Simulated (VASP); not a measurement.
A convergence study with VASP on CaSe (rock salt): one setting is varied, all else stays as given below, so the limit is that of these other settings. Each run relaxes cell and ions from the cell shown. The basis is that of the starting cell, so low cut-offs carry a Pulay error.

```
CaSe
1.0
    0.00000     2.96000     2.96000
    2.96000     0.00000     2.96000
    2.96000     2.96000     0.00000
Ca Se
1 1
Direct
  0.00000   0.00000   0.00000
  0.50000   0.50000   0.50000
```

Computed with PBE GGA, VASP's PBE PAW potentials (set 64) (plane waves; VASP). The tightest run used: 700 eV cut-off, 7×7×7 Γ-centred mesh, Gaussian smearing of 0.050 eV, potentials Ca_sv Se.

Gaps are read on the run's mesh, which can miss a band edge.

### Question
The settings run are ENCUT = 150; ENCUT = 200; ENCUT = 250; ENCUT = 300; ENCUT = 350; ENCUT = 400; ENCUT = 450; ENCUT = 500; ENCUT = 600; ENCUT = 650; ENCUT = 700. From which on does the relaxed volume stay within 0.1 Å³/atom of the tightest run?

### Answer
From ENCUT = 300 on: it is off by 0.069 there and by no more than 0.1 in any finer run, while ENCUT = 250 is off by 0.156.
```tsv
setting	relaxed volume (Å³/atom)	E (eV/atom)	gap on the mesh (eV)	plane waves	difference judged (Å³/atom)
ENCUT = 150	21.721	-5.4619	1.545	225	4.816
ENCUT = 200	25.392	-4.8133	2.047	341	1.145
ENCUT = 250	26.381	-4.7517	2.126	483	0.156
ENCUT = 300	26.468	-4.7460	2.136	623	0.069
ENCUT = 350	26.496	-4.7438	2.138	785	0.042
ENCUT = 400	26.518	-4.7426	2.140	952	0.020
ENCUT = 450	26.523	-4.7425	2.141	1139	0.014
ENCUT = 500	26.525	-4.7427	2.141	1363	0.012
ENCUT = 600	26.535	-4.7429	2.142	1759	0.002
ENCUT = 650	26.537	-4.7429	2.142	1968	0.000
ENCUT = 700	26.537	-4.7429	2.142	2197	0.000
```

Left out are rungs that failed or repeat a setting and relaxations that didn't move; long series are thinned to 24 rows.

The compound is CaSe in the rock salt structure.
